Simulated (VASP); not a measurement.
A run of VASP 6.6.1:

Contents of INCAR:

```
PREC = Accurate
ENCUT = 600
EDIFF = 1E-7
ISMEAR = 1
SIGMA = 0.1
LREAL = False
LASPH = True
NELM = 80
ALGO = Normal
ISIF = 3
LWAVE = False
LCHARG = False
GGA = PE
IVDW = 12
IBRION = 2
NSW = 90
EDIFFG = -0.005
```

The input KPOINTS:

```
Automatic mesh
0
Gamma
  16 16 16
```

The input POSCAR:

```
Ta                                      
1.0
   -1.6438463425      1.6438463425      1.6438463425
    1.6438463425     -1.6438463425      1.6438463425
    1.6438463425      1.6438463425     -1.6438463425
  Ta            
     1
Direct
     0.0000000000000000    0.0000000000000000    0.0000000000000000
```

Potentials or basis: VASP PAW PBE potentials, release 64 (Ta_pv).

The run is started by

```bash
$ cat potpaw_PBE.64/Ta_pv/POTCAR > POTCAR
$ mpirun -np 1 vasp_std > vasp.out
```

Hardware: 1 thread of Intel(R) Xeon(R) Platinum 8488C (Sapphire Rapids) (shared host).

Q: Estimate the wall time of this run.

A: Wall time 9.3 s on 1 thread of Intel(R) Xeon(R) Platinum 8488C (Sapphire Rapids), with other jobs on the host, peak memory 0.16 GiB. Counts: scf iterations 11, k points 145, ion steps 1.
